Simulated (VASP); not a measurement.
An input for Ansatz (written as the equivalent of a VASP run, and not itself run):

Ansatz 0.2 input:
```yaml
crystal:
  lattice:
    - [4.4241251, 0.0000000, 0.0000000]
    - [0.0000000, 4.4241251, 0.0000000]
    - [0.0000000, 0.0000000, 4.4241251]
  atoms:
    - { symbol: K, position: [0.5000000, 0.5000000, 0.5000000] }
    - { symbol: Ca, position: [0.0000000, 0.0000000, 0.0000000] }
    - { symbol: F, position: [0.0000000, 0.5000000, 0.0000000] }
    - { symbol: F, position: [0.5000000, 0.0000000, 0.0000000] }
    - { symbol: F, position: [0.0000000, 0.0000000, 0.5000000] }
kpoints:
  mp_grid: { grid: [5, 5, 5] }
hamiltonian:
  xc: r2scan
  pseudopotentials: { kind: paw }
scf:
  occupations: { method: gaussian, width: 0.05 }
  max_iter: 100
relax:
  max_steps: 60
  f_tol: 0.02
  cell: {}
output: { forces: true, stress: true, eigenvalues: true }
```

Problem. Write the VASP files for the same calculation (r2SCAN).

Solution. Several could match; the one computed here: 
### INCAR
```
! general
SYSTEM =KCaF3
PREC   =Accurate
ENCUT  =520
LREAL  =.False.
LASPH  =.True.

! electronic loop
EDIFF  =1E-6
NELM   =100
ALGO   =Normal
LMIXTAU=.True.

! smearing
ISMEAR =0
SIGMA  =0.05

! functional
METAGGA=R2SCAN

! ions
IBRION =2
NSW    =60
ISIF   =3
EDIFFG =-0.02

! output
LWAVE  =.False.
LCHARG =.False.
```

**POSCAR**
```
KCaF3
1.0
  4.4241250917   0.0000000000   0.0000000000
  0.0000000000   4.4241250917   0.0000000000
  0.0000000000   0.0000000000   4.4241250917
K Ca F
1 1 3
direct
  0.5000000000   0.5000000000   0.5000000000
  0.0000000000   0.0000000000   0.0000000000
  0.0000000000   0.5000000000   0.0000000000
  0.5000000000   0.0000000000   0.0000000000
  0.0000000000   0.0000000000   0.5000000000
```

File KPOINTS:
```
K-points
0
Gamma
 5 5 5
```

POTCAR, in this order: K_sv Ca_sv F (PBE.64 set). Program: vasp_std.

The two are equivalent in intent, not identical: each code has its own PAW files, so the cut-off isn't converted (ENCUT is set for VASP's; basis.ecutwfc is left out, and Ansatz then takes the one that its files recommend); Ansatz stops its SCF on the density residual and VASP on the energy change (EDIFF).

The structure comes from a computed database's KCaF3 entry (Pm-3m); how it stands against other phases isn't given here. It was relaxed first. The start is the result of an earlier pass.
